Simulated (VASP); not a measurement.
```xyz
3
Lattice="0.0000 2.7262 2.7262 2.7262 0.0000 2.7262 2.7262 2.7262 0.0000" Properties=species:S:1:pos:R:3 pbc="T T T"
Si     1.3631     1.3631     1.3631
Si     4.0893     4.0893     4.0893
Ni     0.0000     0.0000     0.0000
```

Level of theory: PBEsol GGA, VASP's PBE PAW potentials (set 64) (plane waves; VASP). Run with 520 eV cut-off, 10×10×10 Γ-centred mesh, first-order Methfessel-Paxton smearing of 0.10 eV, potentials Si Ni.

**Question.** Predict the energy per atom (σ→0), pressure, band gap (on the k-mesh) with the smallest direct gap where there is one.

**Answer.** 
- band gap (on the k-mesh) = none (metal, semimetal or under 0.01 eV)
- energy per atom (σ→0) = -6.320 eV/atom
- pressure = -5.08 GPa

The absolute energy has meaning only against runs of the same code, potentials and settings.

The compound is NiSi2 in the fluorite structure. This cell is one point of a volume scan, at 1.03 of the reference volume. The run is not spin-polarised, so no magnetic state was tried.
